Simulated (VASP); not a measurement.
These are PBEsol GGA, VASP's PBE PAW potentials (set 64) (plane waves; VASP 6.6.1) values and carry that method's errors.

A VASP calculation is set up with these files.

### POSCAR
```
LuPt3
4.045790
  1.0000000000   0.0000000000   0.0000000000
  0.0000000000   1.0000000000   0.0000000000
  0.0000000000   0.0000000000   1.0000000000
Lu Pt
1 3
Cart
  0.0143420000  -0.0132860000   0.0208230000
 -0.0346830000   0.4990750000   0.5128160000
  0.4950630000   0.0094210000   0.4742010000
  0.5252780000   0.5047900000  -0.0078400000
```

**KPOINTS**
```
Automatic mesh
0
Gamma
2 2 2
0 0 0
```

INCAR:
```
SYSTEM = LuPt3
PREC = Accurate
ENCUT = 300
EDIFF = 1E-6
NELM = 100
ALGO = Normal
LREAL = .FALSE.
LASPH = .TRUE.
ISMEAR = -1
SIGMA = 0.136
GGA = PS
LMAXMIX = 6
LWAVE = .FALSE.
LCHARG = .FALSE.
ISIF = 2
```

POTCAR, in this order: Lu_3 Pt (PBE.64 set). Program: vasp_std.

Output of the run:

### OSZICAR
```
       N       E                     dE             d eps       ncg     rms          rms(c)
DAV:   1     0.151007744640E+03    0.15101E+03   -0.13608E+04   596   0.132E+03
DAV:   2    -0.233836820546E+02   -0.17439E+03   -0.16984E+03   616   0.468E+02
DAV:   3    -0.315508845469E+02   -0.81672E+01   -0.79814E+01   605   0.748E+01
DAV:   4    -0.318233244073E+02   -0.27244E+00   -0.26829E+00   525   0.963E+00
DAV:   5    -0.318559643363E+02   -0.32640E-01   -0.31422E-01   563   0.247E+00    0.472E+01
DAV:   6    -0.300559048701E+02    0.18001E+01   -0.14228E+01   632   0.310E+01    0.127E+01
DAV:   7    -0.298256749971E+02    0.23023E+00   -0.12585E+00   656   0.116E+01    0.890E+00
DAV:   8    -0.298077437569E+02    0.17931E-01   -0.16001E-01   617   0.468E+00    0.234E+00
DAV:   9    -0.297961868159E+02    0.11557E-01   -0.47659E-02   563   0.191E+00    0.119E+00
DAV:  10    -0.297947836905E+02    0.14031E-02   -0.58328E-03   616   0.693E-01    0.308E-01
DAV:  11    -0.297946374105E+02    0.14628E-03   -0.11319E-03   627   0.417E-01    0.630E-02
DAV:  12    -0.297946130473E+02    0.24363E-04   -0.20218E-04   580   0.129E-01    0.275E-02
DAV:  13    -0.297946123449E+02    0.70237E-06   -0.29165E-05   611   0.472E-02    0.249E-02
DAV:  14    -0.297946112613E+02    0.10836E-05   -0.16442E-06   332   0.231E-02    0.694E-03
DAV:  15    -0.297946111305E+02    0.13087E-06   -0.14237E-06   306   0.125E-02
   1 F= -.29794611E+02 E0= -.29712553E+02  d E =-.164116E+00
```

OUTCAR:
```
------------------------ aborting loop because EDIFF is reached ----------------------------------------
  FORCE on cell =-STRESS in cart. coord.  units (eV):
  Direction    XX          YY          ZZ          XY          YZ          ZX
  --------------------------------------------------------------------------------------
  Total        0.5585269     -1.2334008      0.3654298      0.2770475     -0.0118474     -0.5588672
  in kB       13.5127788    -29.8404105      8.8410648      6.7027771     -0.2866309    -13.5210126
  external PRESSURE =      -2.4955223 kB  Pullay stress =       0.0000000 kB
  volume of cell :       66.22
      direct lattice vectors                 reciprocal lattice vectors
     4.045790000  0.000000000  0.000000000     0.247170516  0.000000000  0.000000000
     0.000000000  4.045790000  0.000000000     0.000000000  0.247170516  0.000000000
     0.000000000  0.000000000  4.045790000     0.000000000  0.000000000  0.247170516
 POSITION                                       TOTAL-FORCE (eV/Angst)
 -----------------------------------------------------------------------------------
      0.05802      3.99204      0.08425        -0.330722      0.477984     -0.865591
      3.90547      2.01915      2.07475         1.252792     -0.029900     -0.446327
      2.00292      0.03812      1.91852         0.079662     -0.241342      0.991618
      2.12516      2.04227      4.01407        -1.001732     -0.206742      0.320300
 -----------------------------------------------------------------------------------
    total drift:                                0.000018     -0.000323      0.000505
  FREE ENERGIE OF THE ION-ELECTRON SYSTEM (eV)
  ---------------------------------------------------
  free  energy   TOTEN  =       -29.7946111305 eV

  energy  without entropy=      -29.6304955226  energy(sigma->0) =      -29.71255333
```
(Selected blocks of OUTCAR.)

At this cut-off the stress carries a Pulay error, which pulls relaxed volumes low.

The structure comes from a computed database's LuPt3 entry; how it stands against other phases isn't given here. The cell was not relaxed at this level, atoms are displaced from their ideal sites. The k-mesh is coarse (spacing up to 0.78 per Å, 2π included), so the numbers may not be converged in it. The run is one of a series of settings (KPOINTS 2×2×2 Γ-centred mesh against the base run), some of them coarse on purpose. The electron count is odd and the run is not spin-polarised, which forces a metal.
